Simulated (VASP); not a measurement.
A run of VASP 6.6.1 is set up as follows.

Contents of INCAR:

```
ALGO = Fast
EDIFF = 1E-6
ENCUT = 520
GGA = PE
ISIF = 2
ISMEAR = 0
LASPH = T
LCHARG = T
LDAU = T
LDAUJ = 0 0 0
LDAUL = -1 2 -1
LDAUPRINT = 1
LDAUTYPE = 2
LDAUU = 0 1 0
LELF = T
LMAXMIX = 4
LREAL = F
LVHAR = T
LWAVE = F
NBANDS = 72
NELM = 150
PREC = Accurate
SIGMA = 0.025
```

File KPOINTS:

```
k-points
0
Gamma
  2 3 3
```

Contents of POSCAR:

```
ZrNbP
1.0
    6.5893640000      0.6839350000      0.6645290000
   -0.4321420000      5.6867770000     -0.2841020000
   -0.1181260000     -0.6958020000      5.9855690000
P Nb Zr
4 4 4
Direct
    0.7108766357      0.8620775444      0.8802549623
    0.9358905275      0.1188348396      0.6097288026
    0.0263952421      0.9314987804      0.0313572966
    0.0701952742      0.4884581688      0.1261273819
    0.2435914733      0.1326333958      0.7993872955
    0.3494346944      0.7309426180      0.4025057219
    0.7690722356      0.7500021276      0.3109178594
    0.3829891621      0.7440222930      0.9085020683
    0.2233664149      0.1906794395      0.3285899719
   -0.0006108218      0.5897638145      0.7102531084
    0.6258425147      0.3340813368      0.0502307593
    0.6124923512      0.3256310439      0.5378341643
```

Potentials or basis: VASP PAW PBE potentials, release 64 (P, Nb_sv, Zr_sv).

Launch:

```bash
$ cat potpaw_PBE.64/P/POTCAR potpaw_PBE.64/Nb_sv/POTCAR potpaw_PBE.64/Zr_sv/POTCAR > POTCAR
$ mpirun -np 1 vasp_std > vasp.out
```

Task: Predict the largest force.

Result: 2.087 eV/Å.

Task: Predict the pressure.

Result: 4.1 GPa.

Task: What does it give for the band gap on the k mesh?

Result: None (metal or under the smearing width).

Stress tensor (GPa, compression positive):
```
 6.01 -1.42  2.12
-1.42  2.06 -2.07
 2.12 -2.07  4.29
```

Caveat: the k mesh is coarse (spacing up to 0.47 Å⁻¹), so the values aren't converged; U without spin polarisation on a metal has little footing; the U is typed as a test and isn't derived for this compound.
